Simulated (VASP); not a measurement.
Method: MS2 meta-GGA, VASP's PBE PAW potentials (set 64) (plane waves; VASP 6.6.1).

The input files of a VASP run:

**INCAR**
```
ALGO=Normal
EDIFF=1E-7
EDIFFG=-0.01
ENCUT=520
IBRION=2
ISIF=4
ISMEAR=1
LASPH=.TRUE.
LCHARG=.FALSE.
LMAXMIX=4
LMIXTAU=.TRUE.
LREAL=.FALSE.
LWAVE=.FALSE.
METAGGA=MS2
NELM=100
NSW=30
PREC=Accurate
SIGMA=0.1
SYSTEM=TiB2
```

File POSCAR:
```
TiB2
1
    1.5362524324    -2.6608672928     0.0000000000
    1.5362524324     2.6608672928     0.0000000000
    0.0000000000     0.0000000000     3.2991856851
Ti B
1 2
Direct
  0.0000000000   0.0000000000   0.0000000000
  0.3333330000   0.6666670000   0.5000000000
  0.6666670000   0.3333330000   0.5000000000
```

KPOINTS:
```
Automatic mesh
0
Gamma
12 12 9
0 0 0
```

POTCAR, in this order: Ti_sv B (PBE.64 set). Program: vasp_std.

Output

File OSZICAR:
```
       N       E                     dE             d eps       ncg     rms          rms(c)
DAV:   1     0.105133442624E+03    0.10513E+03   -0.89395E+03  2483   0.149E+03
DAV:   2    -0.398767865409E+02   -0.14501E+03   -0.14105E+03  2520   0.387E+02
DAV:   3    -0.495146935972E+02   -0.96379E+01   -0.95435E+01  3667   0.938E+01
DAV:   4    -0.498465971618E+02   -0.33190E+00   -0.33048E+00  3293   0.160E+01
DAV:   5    -0.498565830673E+02   -0.99859E-02   -0.99845E-02  3630   0.259E+00    0.171E+01
DAV:   6    -0.335892936705E+02    0.16267E+02   -0.47699E+01  3343   0.984E+01    0.299E+00
DAV:   7    -0.324611179136E+02    0.11282E+01   -0.12457E+01  2711   0.481E+01    0.411E+00
DAV:   8    -0.322025852071E+02    0.25853E+00   -0.78822E-01  2938   0.118E+01    0.300E+00
DAV:   9    -0.331592724879E+02   -0.95669E+00   -0.30442E+00  3893   0.146E+01    0.301E+00
DAV:  10    -0.332492584527E+02   -0.89986E-01   -0.13106E-01  2738   0.308E+00    0.337E+00
DAV:  11    -0.323349586384E+02    0.91430E+00   -0.48636E+00  3205   0.208E+01    0.734E-01
DAV:  12    -0.322741569839E+02    0.60802E-01   -0.53340E-01  2744   0.913E+00    0.364E-01
DAV:  13    -0.322844066913E+02   -0.10250E-01   -0.34856E-02  3094   0.210E+00    0.179E-01
DAV:  14    -0.322741022245E+02    0.10304E-01   -0.74170E-03  2885   0.138E+00    0.128E-01
DAV:  15    -0.322720272707E+02    0.20750E-02   -0.52099E-03  3124   0.619E-01    0.394E-02
DAV:  16    -0.322722226442E+02   -0.19537E-03   -0.27304E-03  3845   0.498E-01    0.945E-02
DAV:  17    -0.322720313908E+02    0.19125E-03   -0.11572E-04  2575   0.152E-01    0.767E-02
DAV:  18    -0.322720239233E+02    0.74675E-05   -0.94084E-06  2760   0.486E-02    0.550E-02
DAV:  19    -0.322719709517E+02    0.52972E-04   -0.27485E-04  3160   0.133E-01    0.193E-02
DAV:  20    -0.322719886568E+02   -0.17705E-04   -0.51269E-05  3970   0.516E-02    0.990E-03
DAV:  21    -0.322720188713E+02   -0.30215E-04   -0.10326E-05  2515   0.533E-02    0.645E-03
DAV:  22    -0.322720293030E+02   -0.10432E-04   -0.11662E-05  2740   0.420E-02    0.391E-03
DAV:  23    -0.322720421000E+02   -0.12797E-04   -0.38549E-06  3830   0.249E-02    0.225E-03
DAV:  24    -0.322720419375E+02    0.16241E-06   -0.78142E-07  2760   0.954E-03    0.251E-03
DAV:  25    -0.322720448992E+02   -0.29617E-05   -0.15948E-07  1995   0.484E-03    0.223E-03
DAV:  26    -0.322720448920E+02    0.72341E-08   -0.39060E-08  1235   0.244E-03
   1 F= -.32272045E+02 E0= -.32272064E+02  d E =-.322720E+02
       N       E                     dE             d eps       ncg     rms          rms(c)
DAV:   1    -0.322786781447E+02   -0.66332E-02   -0.27110E-01  2580   0.850E+00    0.509E-01
DAV:   2    -0.322757064980E+02    0.29716E-02   -0.18960E-02  2475   0.137E+00    0.279E-01
DAV:   3    -0.322754445383E+02    0.26196E-03   -0.68213E-03  2525   0.140E+00    0.925E-02
DAV:   4    -0.322743238266E+02    0.11207E-02   -0.49139E-03  2470   0.898E-01    0.248E-02
DAV:   5    -0.322740379366E+02    0.28589E-03   -0.79858E-04  2615   0.388E-01    0.121E-02
DAV:   6    -0.322740506839E+02   -0.12747E-04   -0.90094E-05  2725   0.140E-01    0.610E-03
DAV:   7    -0.322740346338E+02    0.16050E-04   -0.35244E-05  3582   0.788E-02    0.407E-03
DAV:   8    -0.322740356663E+02   -0.10325E-05   -0.12518E-05  3063   0.389E-02    0.113E-03
DAV:   9    -0.322740363723E+02   -0.70599E-06   -0.12095E-06  2967   0.151E-02    0.662E-04
DAV:  10    -0.322740351690E+02    0.12033E-05   -0.10986E-07  1505   0.531E-03    0.484E-04
DAV:  11    -0.322740360019E+02   -0.83289E-06   -0.32640E-08  1255   0.194E-03    0.387E-04
DAV:  12    -0.322740355839E+02    0.41797E-06   -0.16196E-08  1235   0.183E-03    0.244E-04
DAV:  13    -0.322740358794E+02   -0.29552E-06   -0.37821E-09  1235   0.892E-04    0.159E-04
DAV:  14    -0.322740357441E+02    0.13530E-06   -0.70150E-10  1235   0.353E-04    0.115E-04
DAV:  15    -0.322740358226E+02   -0.78448E-07   -0.77012E-10  1235   0.308E-04
   2 F= -.32274036E+02 E0= -.32274018E+02  d E =-.199093E-02
```

### OUTCAR
```
------------------------ aborting loop because EDIFF is reached ----------------------------------------
  FORCE on cell =-STRESS in cart. coord.  units (eV):
  Direction    XX          YY          ZZ          XY          YZ          ZX
  --------------------------------------------------------------------------------------
  Total       -2.2783336     -2.2783336     -2.2780398      0.0000000      0.0000000     -0.0000000
  in kB     -135.3335067   -135.3335092   -135.3160571      0.0000000      0.0000000     -0.0000000
  external PRESSURE =    -135.3276910 kB  Pullay stress =       0.0000000 kB
  volume of cell :       26.97
      direct lattice vectors                 reciprocal lattice vectors
     1.531227855 -2.652164467 -0.000000000     0.326535335 -0.188525262 -0.000000000
     1.531227855  2.652164467 -0.000000000     0.326535335  0.188525262 -0.000000000
     0.000000000  0.000000000  3.320873136     0.000000000  0.000000000  0.301125625
 POSITION                                       TOTAL-FORCE (eV/Angst)
 -----------------------------------------------------------------------------------
      1.53123      2.65216      3.32087         0.000000     -0.000000      0.000000
      1.53123      0.88406      1.66044         0.000000      0.000000      0.000000
      1.53123     -0.88406      1.66044        -0.000000     -0.000000     -0.000000
 -----------------------------------------------------------------------------------
    total drift:                                0.000000      0.000000      0.000000
  FREE ENERGIE OF THE ION-ELECTRON SYSTEM (eV)
  ---------------------------------------------------
  free  energy   TOTEN  =       -32.2740358226 eV

  energy  without entropy=      -32.2739821208  energy(sigma->0) =      -32.27401792

 reached required accuracy - stopping structural energy minimisation
```
(Selected blocks of OUTCAR.)

### CONTCAR
```
TiB2
   1.00000000000000
     1.5312278547267706   -2.6521644667147806   -0.0000000000000000
     1.5312278547267706    2.6521644667147806   -0.0000000000000000
     0.0000000000000000    0.0000000000000000    3.3208731364051616
  Ti              B
     1     2
Direct
     0.0000000000000000    1.0000000000000000    1.0000000000000000
     0.3333330000000032    0.6666669999999968    0.5000000000000000
     0.6666669999999968    0.3333330000000032    0.5000000000000000
```

File OUTCAR:
```
 val. band max:        9.5867004339   @ k =   0.0000   0.0000   0.2222

 cond. band min:       9.7050054720   @ k =   0.0000   0.0000   0.4444


 Fermi energy:         9.6933369607

 k-point     1 :       0.0000    0.0000    0.0000
  band No.  band energies     occupation
      1     -50.1567      2.00000
      2     -25.1339      2.00000
      3     -24.7975      2.00000
      4     -24.7974      2.00000
      5      -4.2916      2.00000
      6       6.8920      2.00000
      7       6.8921      2.00000
      8       7.0269      2.00000
      9       7.4314      2.00000
     10      11.4441     -0.00000
     11      11.4442     -0.00000
     12      12.9436      0.00000
     13      12.9437      0.00000

 k-point     2 :       0.0833    0.0000    0.0000
  band No.  band energies     occupation
      1     -50.1539      2.00000
      2     -25.1301      2.00000
      3     -24.8208      2.00000
      4     -24.8029      2.00000
      5      -4.1588      2.00000
      6       6.4986      2.00000
      7       6.8571      2.00000
      8       6.9467      2.00000
      9       7.5098      2.00000
     10      11.4043     -0.00000
     11      11.6480     -0.00000
     12      12.5317      0.00000
     13      12.6277      0.00000

 k-point     3 :       0.1667    0.0000    0.0000
  band No.  band energies     occupation
      1     -50.1463      2.00000
      2     -25.1197      2.00000
      3     -24.8839      2.00000
      4     -24.8174      2.00000
      5      -3.7667      2.00000
      6       5.4838      2.00000
      7       6.7431      2.00000
      8       6.7646      2.00000
      9       7.6950      2.00000
     10      11.2974     -0.00000
     11      11.8581      0.00000
     12      12.1582      0.00000
     13      12.2017      0.00000

 k-point     4 :       0.2500    0.0000    0.0000
  band No.  band energies     occupation
      1     -50.1358      2.00000
      2     -25.1054      2.00000
      3     -24.9692      2.00000
...
```

The compound is TiB2 in the AlB2 type structure. This cell is one point of a volume scan, at 1.06 of the reference volume. Symmetry was kept, so distortions that lower it aren't found.
